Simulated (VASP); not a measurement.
OSZICAR of a VASP run on InSb (zinc blende):

File OSZICAR:
```
       N       E                     dE             d eps       ncg     rms          rms(c)
DAV:   1     0.103449174099E+03    0.10345E+03   -0.69528E+03  1456   0.113E+03
DAV:   2    -0.147851502001E+01   -0.10493E+03   -0.10277E+03  1521   0.281E+02
DAV:   3    -0.819464759708E+01   -0.67161E+01   -0.66839E+01  1921   0.821E+01
DAV:   4    -0.836845697030E+01   -0.17381E+00   -0.17376E+00  1729   0.160E+01
DAV:   5    -0.837662338547E+01   -0.81664E-02   -0.81663E-02  2112   0.278E+00    0.442E+00
DAV:   6    -0.824939849494E+01    0.12722E+00   -0.18154E-01  1938   0.754E+00    0.250E+00
DAV:   7    -0.821787138936E+01    0.31527E-01   -0.79455E-02  1836   0.299E+00    0.566E-01
DAV:   8    -0.821614263054E+01    0.17288E-02   -0.74244E-03  2074   0.121E+00    0.335E-01
DAV:   9    -0.821620793637E+01   -0.65306E-04   -0.53623E-04  1661   0.253E-01    0.589E-02
DAV:  10    -0.821620765275E+01    0.28362E-06   -0.23989E-05  1783   0.562E-02    0.326E-02
DAV:  11    -0.821621201343E+01   -0.43607E-05   -0.87218E-06  1621   0.372E-02    0.123E-02
DAV:  12    -0.821621195190E+01    0.61525E-07   -0.46819E-07  1843   0.882E-03
   1 F= -.82162120E+01 E0= -.82162120E+01  d E =0.000000E+00
```

**Question.** Which electronic solver shows in the log?

**Answer.** It is blocked Davidson (ALGO = Normal, or the opening steps of other solvers). The INCAR had ALGO = Normal.

**Question.** Can the final energy be trusted as converged?

**Answer.** The calculation finished and met its thresholds. It stopped with EDIFF = 1E-7, NELM = 100 (LDA (Ceperley-Alder, Perdew-Zunger), plane waves, VASP's LDA PAW potentials (set 64)).

The compound is InSb in the zinc blende structure. It was relaxed first.
